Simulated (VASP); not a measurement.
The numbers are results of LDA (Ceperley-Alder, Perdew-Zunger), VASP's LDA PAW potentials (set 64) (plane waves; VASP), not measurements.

Input for VASP

POSCAR:
```
NiSb
1
    1.9397678332    -3.3597765988     0.0000000000
    1.9397678332     3.3597765988    -0.0000000000
   -0.0000000000    -0.0000000000     5.0312307072
Ni Sb
2 2
Direct
  0.0000000000   0.0000000000   0.5000000000
  0.0000000000   0.0000000000   1.0000000000
  0.3333330000   0.6666670000   0.2500000000
  0.6666670000   0.3333330000   0.7500000000
```

**KPOINTS**
```
Automatic mesh
0
Gamma
8 8 6
0 0 0
```

### INCAR
```
SYSTEM = NiSb
PREC = Accurate; ENCUT = 400; LREAL = .False.
LASPH = .True.
EDIFF = 1E-8; NELM = 100; ALGO = Normal
LMAXMIX = 4
ISMEAR = 1; SIGMA = 0.1
IBRION = 1; NSW = 30; ISIF = 2
EDIFFG = -0.001
LWAVE = .False.; LCHARG = .False.
```

POTCAR, in this order: Ni Sb (LDA.64 set). Program: vasp_std.

Unless said otherwise, spin-orbit coupling is left out, though it shifts the bands of the heavy elements here.

Q: Estimate the energy per atom (σ→0), band gap (on the k-mesh).

A: 
```yaml
energy per atom (σ→0): -6.039 eV/atom
band gap (on the k-mesh): none (metal, semimetal or under 0.01 eV)
```

OSZICAR:
```
...
DAV:  11    -0.241557988810E+02    0.72545E-03   -0.62665E-04  1713   0.227E-01    0.164E-01
DAV:  12    -0.241555073852E+02    0.29150E-03   -0.69749E-04  2173   0.451E-01    0.275E-02
DAV:  13    -0.241555137731E+02   -0.63880E-05   -0.86690E-05  1604   0.675E-02    0.358E-02
DAV:  14    -0.241555132458E+02    0.52737E-06   -0.28695E-06  1762   0.196E-02    0.702E-03
DAV:  15    -0.241555130857E+02    0.16011E-06   -0.29729E-07  2146   0.860E-03    0.232E-03
DAV:  16    -0.241555130106E+02    0.75022E-07   -0.15420E-07  2292   0.539E-03    0.117E-03
DAV:  17    -0.241555130050E+02    0.56370E-08   -0.43120E-08  1342   0.348E-03
   1 F= -.24155513E+02 E0= -.24155347E+02  d E =-.241555E+02
```

The compound is NiSb in the NiAs type structure. It was relaxed first. The start is the result of an earlier pass. The run is not spin-polarised, so no magnetic state was tried.
